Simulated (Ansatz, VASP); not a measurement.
# BaTiO3 in two plane-wave programs, part 3 of 3

Aim: how closely do two programs agree when they are given the same cell, functional and k mesh? The cell is taken from a series of runs on this material, whose earlier steps may have relaxed, scaled, displaced or heated it; both programs get it as it stands.

VASP 6.6.1 and Ansatz 0.2.0.

So far: The starting structure; VASP: zone-centre phonons, LDA.

## (3) Ansatz: zone-centre phonons, LDA

Level of this step: Ansatz beside VASP: Kohn-Sham DFT, plane waves, LDA (Ansatz).

Ansatz runs on its PAW soft_1 files.

The same cell, functional (in two slightly different forms) and mesh now go to Ansatz, which takes its cutoff from its data sets.

File input.yaml:

```yaml
crystal:
  lattice:
    - [3.9269707458, 0.0, 0.0]
    - [0.0, 3.9269707458, 0.0]
    - [0.0, 0.0, 3.9745617784]
  atoms:
    - { symbol: O, position: [0.5, 0.5, 0.0221038363] }
    - { symbol: O, position: [0.5, 0.0, 0.5154553462] }
    - { symbol: O, position: [0.0, 0.5, 0.5154553462] }
    - { symbol: Ti, position: [0.5, 0.5, 0.4888978265] }
    - { symbol: Ba, position: [0.0, 0.0, 0.0010876448] }
kpoints:
  mp_grid: { grid: [8, 8, 8] }
hamiltonian:
  xc: lda
  pseudopotentials: { kind: paw, azcp: { folder: soft_1 }, xc_functional: pbe }
scf:
  occupations: { method: fixed }
output:
  eigenvalues: true
phonons:
  method: dfpt
  dielectric: true
  rigid_motions: translations
```

Run with:

```bash
> ansatz run input.yaml --threads 8 --pin off --max-ram 20480MiB --backend cpu --events-out ev --progress --plain --runs-dir out
```

Numbers of over 12 decimals in the logs are rounded to 6 here.

Log:

```text
Engine: ansatz 0.2.0, aarch64-unknown-linux-gnu
Pseudopotentials: kind: paw
Pseudopotential: O, paw, valence charge 6, recommended cutoff 420 eV (normal), soft_1/O.paw.azcp
Pseudopotential: Ti, paw, valence charge 12, recommended cutoff 420 eV (normal), soft_1/Ti.paw.azcp
Pseudopotential: Ba, paw, valence charge 10, recommended cutoff 420 eV (normal), soft_1/Ba.paw.azcp
Functional definition: SPW92
  exchange = slater_x
  correlation = pw_c
Crystal: 5 atoms, lattice volume = 61.292 Å³
Basis set: ecut = 420 eV, 1213 PW (Γ), exchange–correlation on 54×54×54 points (8 copies of the dense FFT grid, shifted against one another)
Bands: 25, of which v1, the nominal top of the filled ones, is band 20 counted from 1 (19 counted from 0)
Symmetry: 8 space group operations
k-points: 260 of 512 (irreducible under 1 space group operation, time reversal used)
Non-local potential: O, projectors of the file, l = 0: 2, l = 1: 2, l = 2: 1
Non-local potential: Ti, projectors of the file, l = 0: 3, l = 1: 2, l = 2: 3, l = 3: 1
Non-local potential: Ba, projectors of the file, l = 0: 3, l = 1: 2, l = 2: 2, l = 3: 2
PAW form: soft (Blöchl's): semilocal exchange-correlation on the pseudo side does not see the compensation charge
PAW frozen core: O, regenerated for the run's functional, and the local potential with it (the file was generated under x = pbe(κ = 0.804, μ = 0.219515), c = pbe(β = 0.066725))
PAW frozen core: Ti, regenerated for the run's functional, and the local potential with it (the file was generated under x = pbe(κ = 0.804, μ = 0.219515), c = pbe(β = 0.066725))
PAW frozen core: Ba, regenerated for the run's functional, and the local potential with it (the file was generated under x = pbe(κ = 0.804, μ = 0.219515), c = pbe(β = 0.066725))
PAW one-centre angular grid: O, 110 points (default); XC on 64 Gauss nodes
PAW one-centre angular grid: Ti, 590 points (default); XC on 64 Gauss nodes
PAW one-centre angular grid: Ba, 194 points (default); XC on 64 Gauss nodes
Initial density: superposition of atomic densities (chi_scale 0.1, normalization cell, long waves kept (reshape's long-wave potential 0.00 eV rms))
Initial wavefunctions: pseudopotential atomic-orbital guess
Functional: x = slater, c = lda
SCF iter   1: F=—  HF=-9905.107547 eV  |F-HF|=—  |Δ(HF+E_count)|=         —  Δρ=5.43e-2  dr2=1.88e0  ethr=3.10e-3  ⟨swp⟩=4.7  Hψ=25229  notcnv=0  defer=563
preconditioner: auto → Resta (q_TF=auto, 2.541 Å⁻¹)  ε∞=5.3  [insulator: Δε(μ)=2.208 eV  Ē_g=12.944 eV  n_scr=18 (ndim 8)  ℏωp=26.8 eV  f_vac=0.000  ε∞_Penn≈5.3]
SCF iter   2: F=—  HF=-9904.727706 eV  |F-HF|=—  |Δ(HF+E_count)|=   3.80e-1  Δρ=2.30e-2  dr2=4.10e-1  ethr=3.10e-3  ⟨swp⟩=2.8  Hψ=13180  notcnv=0  defer=285
SCF iter   3: F=—  HF=-9904.649953 eV  |F-HF|=—  |Δ(HF+E_count)|=   7.78e-2  Δρ=8.57e-3  dr2=4.53e-2  ethr=1.03e-3  ⟨swp⟩=2.0  Hψ=11136  notcnv=0  defer=565
SCF iter   4: F=—  HF=-9904.646983 eV  |F-HF|=—  |Δ(HF+E_count)|=   2.97e-3  Δρ=8.75e-3  dr2=4.61e-2  ethr=1.13e-4  ⟨swp⟩=2.9  Hψ=11814  notcnv=0  defer=559
SCF iter   5: F=—  HF=-9904.638335 eV  |F-HF|=—  |Δ(HF+E_count)|=   8.65e-3  Δρ=1.37e-3  dr2=8.60e-4  ethr=1.13e-4  ⟨swp⟩=2.0  Hψ=9647  notcnv=0  defer=611
SCF iter   6: F=—  HF=-9904.638446 eV  |F-HF|=—  |Δ(HF+E_count)|=   1.11e-4  Δρ=3.01e-4  dr2=4.55e-5  ethr=2.15e-6  ⟨swp⟩=2.0  Hψ=9591  notcnv=0  defer=656
SCF iter   7: F=—  HF=-9904.638442 eV  |F-HF|=—  |Δ(HF+E_count)|=   3.90e-6  Δρ=1.61e-4  dr2=1.22e-5  ethr=1.14e-7  ⟨swp⟩=2.0  Hψ=10028  notcnv=0  defer=278
SCF iter   8: F=—  HF=-9904.638442 eV  |F-HF|=—  |Δ(HF+E_count)|=   1.50e-7  Δρ=4.97e-5  dr2=1.13e-6  ethr=3.04e-8  ⟨swp⟩=2.0  Hψ=8002  notcnv=0  defer=260
SCF iter   9: F=—  HF=-9904.638441 eV  |F-HF|=—  |Δ(HF+E_count)|=   1.34e-6  Δρ=9.21e-6  dr2=3.77e-8  ethr=2.82e-9  ⟨swp⟩=2.0  Hψ=8538  notcnv=0  defer=260
SCF iter  10: F=—  HF=-9904.638441 eV  |F-HF|=—  |Δ(HF+E_count)|=   2.27e-9  Δρ=9.66e-7  dr2=5.53e-10  ethr=9.43e-11  ⟨swp⟩=2.0  Hψ=8807  notcnv=0  defer=260
SCF iter  11: F=-9904.638441 eV  HF=-9904.638441 eV  |F-HF|=1.82e-11  |Δ(HF+E_count)|=  1.82e-12  Δρ=2.06e-7  dr2=2.80e-11  ethr=1.00e-12  ⟨swp⟩=11.8  Hψ=42365  notcnv=0
SCF 1 converged in 11 iterations: F = -9904.638441 eV  dr2 = 2.80e-11
  greatest PAW one-centre occupation: 0.998 electrons in one spin orbital (limit 2), on the Ti atom at site 3 (counted from 0), in its partial waves of l = 0
DFPT response loops at Γ: preconditioner auto → none (the input reference at scf.mixing.eps_inf says where Resta's filter doesn't serve); β = 0.50; Broyden in place of MSR1
── the response to a field inside a basis, on 8×8×8 k-points: an SCF that follows is theirs, and a resumed run solves both again ──
Bands: 21, of which v1, the nominal top of the filled ones, is band 20 counted from 1 (19 counted from 0)
k-points: 40 of 512 (time reversal used)
Initial density: handed on by an earlier stage of this run
Initial wavefunctions: pseudopotential atomic-orbital guess (no wavefunctions were taken with the density)
Eigensolver: Dense (40 Hₖ)
SCF iter   1: F=—  HF=-9904.634725 eV  |F-HF|=—  |Δ(HF+E_count)|=         —  Δρ=4.53e-4  dr2=2.37e-5  ethr=1.00e-1
preconditioner: auto → Resta (q_TF=auto, 2.541 Å⁻¹)  ε∞=7.3  [insulator: Δε(μ)=2.116 eV  Ē_g=10.728 eV  n_scr=18 (ndim 8)  ℏωp=26.8 eV  f_vac=0.000  ε∞_Penn≈7.3]
SCF iter   2: F=—  HF=-9904.634719 eV  |F-HF|=—  |Δ(HF+E_count)|=   6.13e-6  Δρ=2.02e-4  dr2=9.96e-6  ethr=5.92e-8
SCF iter   3: F=—  HF=-9904.634717 eV  |F-HF|=—  |Δ(HF+E_count)|=   1.47e-6  Δρ=1.09e-4  dr2=2.07e-6  ethr=2.49e-8
SCF iter   4: F=-9904.634717 eV  HF=-9904.634717 eV  |F-HF|=4.61e-8  |Δ(HF+E_count)|=   4.73e-7  Δρ=1.44e-5  dr2=7.81e-8  ethr=5.18e-9
SCF 1 converged in 4 iterations: F = -9904.634717 eV  dr2 = 7.81e-8
DFPT response loops at Γ: mixed as the last ones told, above
SCF converged after 11 iterations
Free energy (F): -9904.638441 eV
Harris-Foulkes:  -9904.638441 eV  (|F-HF|=1.82e-11)
Internal energy: -9904.638441 eV  (E = F + TS)
E sigma→0 (E₀):  -9904.638441 eV
Fermi energy:    10.597625 eV
--- Per-component energies (eV) ---
  E_band       = -124.303513
  E_kinetic    = 946.858338
  E_local      = -2130.960447  (includes V_loc(G=0)·N_el)
  E_nonlocal   = 321.335813
  E_hartree    = 818.973512
  E_xc         = -527.454389
  E_vxc        = -551.103369  (∫ρ·V_xc dr)
  E_paw        = -6474.010450  (= ΣΔE_a)
  E_vpaw       = -348.383266  (= ΣTr[D̂ρ^β])
  E_aug_tail   = 0.002248  (compensation charges beyond the density's cutoff)
  E_ewald      = -2860.282300
  E_core_change = 0.899235  (= ΣΔE_core)
  E_smearing   = -0.000000  (= −TS)
  E_closure    = 0.000000  (closes the sum)
  Σ components = -9904.638441   (vs F -9904.638441, Δ=0.00e0)
--- Band table (eV; the first three rows and the last of 260) ---
  k-point 0: bands = [... 16 lower, 9.3141, 10.3416, 10.3589, 10.3589, 12.4497, 12.6975, 12.6975, 15.0354, ... 1 higher]
  k-point 1: bands = [... 16 lower, 9.1746, 9.9820, 10.2888, 10.2888, 12.4697, 12.9780, 12.9780, 15.0368, ... 1 higher]
  k-point 2: bands = [... 16 lower, 8.8724, 9.3117, 10.1289, 10.1289, 12.5190, 13.5876, 13.5876, 15.0388, ... 1 higher]
  k-point 259: bands = [... 16 lower, 8.2385, 10.4699, 10.4699, 10.5976, 15.0825, 15.0825, 15.1103, 17.4224, ... 1 higher]
--- Phonons (Γ-DFPT): 9 representative perturbations + reference, on 260 of 512 k-points (Σ response iterations 31) ---
  k mesh reduced under 1 symmetry operation, with k and −k counted as one. Each operation leaves every solved perturbation unchanged. A smaller set is not considered because the run solves the response to a homogeneous field
  ASR residual: 1.552e-4 → 0.000e0 eV/Å²; symmetrization residual: 1.467e-5 eV/Å²
  ASR residual per site (eV/Å²): 1.61e-5 3.29e-5 3.29e-5 1.55e-4 4.63e-5
  Γ frequencies (cm⁻¹): -94.93 -94.93 0.00 0.00 0.00 174.16 179.08 179.08 261.41 288.32 288.32 288.62 481.00 481.00 508.52
  ε∞ (high-frequency dielectric tensor):
        6.551681     0.000000    -0.000000
        0.000000     6.551681     0.000000
       -0.000000     0.000000     6.043829
  softest optical mode at Γ: -94.93 cm⁻¹; the repairs (sum rule, projections) moved no ω² at Γ by more than (2.15 cm⁻¹)²
  Born effective charges Z* (e; rows j = field, columns β = displacement):
    site 0:
        -2.09284    0.00000   -0.00000
         0.00000   -2.09284    0.00000
         0.00000    0.00000   -5.02062
    site 1:
        -2.16872    0.00000    0.00000
         0.00000   -5.66049    0.00000
        -0.00000    0.00000   -2.03466
    site 2:
        -5.66049    0.00000    0.00000
         0.00000   -2.16872    0.00000
         0.00000    0.00000   -2.03466
    site 3:
         7.14891    0.00000   -0.00000
         0.00000    7.14891    0.00000
        -0.00000    0.00000    6.26047
    site 4:
         2.77314    0.00000   -0.00000
         0.00000    2.77314    0.00000
        -0.00000    0.00000    2.82946
  Z* charge neutrality: 1.071e-3 e pre-enforcement
  solved inside a basis spanned on kpoints, on 8×8×8 k-points, its susceptibility summed on 12×12×12: ε∞ is read to err by 1.9e-2, Z* by 2.8e-2 e (field_mesh: kpoints solves on kpoints); Z* is corrected for what the basis lacks
  optical modes at Γ without the LO–TO term, one row a degenerate level:
      ω (cm⁻¹)  modes    IR ((D/Å)²/amu)
        -94.93      2           157.4663
        174.16      1             8.1846
        179.08      2             3.3210
        261.41      1            49.6964
        288.32      2             0.2150
        288.62      1             0.0000
[...]
optical modes at Γ + LO–TO along q̂ = [1.0000, 0.0000, 0.0000]:
      ω (cm⁻¹)  modes    IR ((D/Å)²/amu)
[...]
optical modes at Γ + LO–TO along q̂ = [0.0000, 1.0000, 0.0000]:
      ω (cm⁻¹)  modes    IR ((D/Å)²/amu)
[...]
optical modes at Γ + LO–TO along q̂ = [0.0000, 0.0000, 1.0000]:
      ω (cm⁻¹)  modes    IR ((D/Å)²/amu)
        -94.93      2           157.4663
        179.08      2             3.3210
        187.35      1             0.0744
        288.32      2             0.2150
        288.62      1             0.0000
        458.80      1             4.1249
        481.00      2             9.4506
        711.47      1            64.3237
```

Reading the cycles: dr2 is the Hartree energy of the density residual (eV), the measure of convergence; HF is the Harris–Foulkes estimate of the energy, which meets the free energy F at convergence.

## (4) Comparison

Known differences besides the potentials themselves: the two LDA forms differ slightly; fixed occupations in Ansatz, narrow Gaussian smearing in VASP; VASP's response is taken on the typed mesh, Ansatz refines its own for the field response alone; the cutoff is 420 eV in Ansatz and 600 eV in VASP; VASP's log shows a relativistic correction to its local exchange, Ansatz's none. Total energies have different zeros and are not compared.

Both answers:

| quantity | Ansatz | VASP | difference |
| --- | --- | --- | --- |
| ε∞ xx | 6.55 | 6.59 | -0.62 % |
| ε∞ yy | 6.55 | 6.59 | -0.62 % |
| ε∞ zz | 6.04 | 6.08 | -0.52 % |
| Born charge of O1 (mean of the diagonal) (e) | -3.07 | -3.07 | 0.00 |
| Born charge of Ti4 (mean of the diagonal) (e) | 6.85 | 6.88 | -0.03 |
| Born charge of Ba5 (mean of the diagonal) (e) | 2.79 | 2.77 | +0.02 |
| optical mode 1 to 2 (imaginary, printed as negative) (cm⁻¹) | -94.9 | -26.4 | -68.6 |
| optical mode 3 (cm⁻¹) | 174.2 | 187.2 | -6.95 % |
| optical mode 4 to 5 (cm⁻¹) | 179.1 | 190.2 | -5.82 % |
| optical mode 6 (cm⁻¹) | 261.4 | 276.8 | -5.56 % |
| optical mode 7 to 8 (cm⁻¹) | 288.3 | 297.8 | -3.19 % |
| optical mode 9 (cm⁻¹) | 288.6 | 298.8 | -3.40 % |
| optical mode 10 to 11 (cm⁻¹) | 481.0 | 487.6 | -1.36 % |
| optical mode 12 (cm⁻¹) | 508.5 | 519.0 | -2.01 % |

Modes are paired by rising frequency, not by their patterns, so a pair may set unlike modes beside each other; they are those without the splitting of longitudinal modes.

## (5) Summary of results

| Property | Result |
| --- | --- |
| r.m.s. difference of the optical zone-centre modes, each program's sorted by frequency (zone-centre phonons, LDA) | 30 cm⁻¹ |
| difference in optical mode 3 (zone-centre phonons, LDA) | -7.0 % |

The r.m.s. difference of the optical zone-centre modes, each program's sorted by frequency is 30 cm⁻¹ (zone-centre phonons, LDA). Among the rows given in per cent, the largest difference of the zone-centre phonons, LDA pair is in optical mode 3, -7.0 %. What causes the difference of the zone-centre phonons, LDA pair stays open here. Such differences can come from data sets, numerical settings and the points named under the comparisons, not from the functional's error against experiment.

[Lines on the potential files, build, host, timing and source positions are cut from VASP's logs without a mark.]

[Logs are printed without paths, hosts, clocks, repeated set-up lines and the standing remarks that a program may print on its own settings, such as how far it seeks lower states.]

[Hosts, paths, dates, database ids (printed as entryN), source tags and the programs' standing remarks are cut or masked in the printed files.]
